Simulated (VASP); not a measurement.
These are PBE GGA, VASP's PBE PAW potentials (set 64) (plane waves; VASP 6.6.1) values and carry that method's errors.

The input files of a VASP run:

**INCAR**
```
SYSTEM = Re
PREC = Accurate
ENCUT = 500
EDIFF = 1E-6
NELM = 100
ALGO = Normal
LREAL = .FALSE.
LASPH = .TRUE.
ISMEAR = 1
SIGMA = 0.1
GGA = PE
LMAXMIX = 6
LWAVE = .FALSE.
LCHARG = .FALSE.
IBRION = 2
ISIF = 3
NSW = 40
EDIFFG = -0.02
```

File KPOINTS:
```
Automatic mesh
0
Gamma
15 15 8
0 0 0
```

POSCAR:
```
Re
1.0
  1.3855993914  -2.3999284290   0.0000000000
  1.3855993914   2.3999284290   0.0000000000
  0.0000000000   0.0000000000   4.4899981936
Re
2
Direct
  0.3333330000   0.6666670000   0.2500000000
  0.6666670000   0.3333330000   0.7500000000
```

POTCAR, in this order: Re (PBE.64 set). Program: vasp_std.

Output of the run:

### OSZICAR
```
       N       E                     dE             d eps       ncg     rms          rms(c)
DAV:   1     0.275448478557E+02    0.27545E+02   -0.68444E+03  5465   0.154E+03
DAV:   2    -0.202341597546E+02   -0.47779E+02   -0.40872E+02  4781   0.323E+02
DAV:   3    -0.259583577243E+02   -0.57242E+01   -0.47431E+01  5100   0.222E+02
DAV:   4    -0.262640908914E+02   -0.30573E+00   -0.27221E+00  5345   0.238E+01
DAV:   5    -0.262786321195E+02   -0.14541E-01   -0.13112E-01  5267   0.321E+00    0.416E+01
DAV:   6    -0.252173441932E+02    0.10613E+01   -0.10887E+00  5602   0.325E+01    0.167E+01
DAV:   7    -0.248673857283E+02    0.34996E+00   -0.72890E-01  5722   0.257E+01    0.706E-01
DAV:   8    -0.248535714830E+02    0.13814E-01   -0.12202E-02  5865   0.157E+00    0.255E-01
DAV:   9    -0.248529827369E+02    0.58875E-03   -0.46162E-04  5727   0.215E-01    0.374E-02
DAV:  10    -0.248529985672E+02   -0.15830E-04   -0.42942E-05  5138   0.629E-02    0.526E-03
DAV:  11    -0.248529983289E+02    0.23833E-06   -0.25376E-07  2732   0.216E-02
   1 F= -.24852998E+02 E0= -.24853294E+02  d E =-.248530E+02
```

**OUTCAR**
```
------------------------ aborting loop because EDIFF is reached ----------------------------------------
  FORCE on cell =-STRESS in cart. coord.  units (eV):
  Direction    XX          YY          ZZ          XY          YZ          ZX
  --------------------------------------------------------------------------------------
  Total       -0.0098046     -0.0098046     -0.0084830      0.0000000     -0.0000000      0.0000000
  in kB       -0.5260492     -0.5260491     -0.4551425      0.0000000     -0.0000000      0.0000000
  external PRESSURE =      -0.5024136 kB  Pullay stress =       0.0000000 kB
  volume of cell :       29.86
      direct lattice vectors                 reciprocal lattice vectors
     1.385599391 -2.399928429  0.000000000     0.360854662 -0.208339546  0.000000000
     1.385599391  2.399928429  0.000000000     0.360854662  0.208339546  0.000000000
     0.000000000  0.000000000  4.489998194     0.000000000  0.000000000  0.222717239
 POSITION                                       TOTAL-FORCE (eV/Angst)
 -----------------------------------------------------------------------------------
      1.38560      0.79998      1.12250         0.000000     -0.000000      0.000000
      1.38560     -0.79998      3.36750        -0.000000      0.000000      0.000000
 -----------------------------------------------------------------------------------
    total drift:                                0.000000      0.000009     -0.000016
  FREE ENERGIE OF THE ION-ELECTRON SYSTEM (eV)
  ---------------------------------------------------
  free  energy   TOTEN  =       -24.8529983289 eV

  energy  without entropy=      -24.8538860268  energy(sigma->0) =      -24.85329423

 reached required accuracy - stopping structural energy minimisation
```
(Selected blocks of OUTCAR.)

The compound is Re in the hcp structure. It was relaxed first.
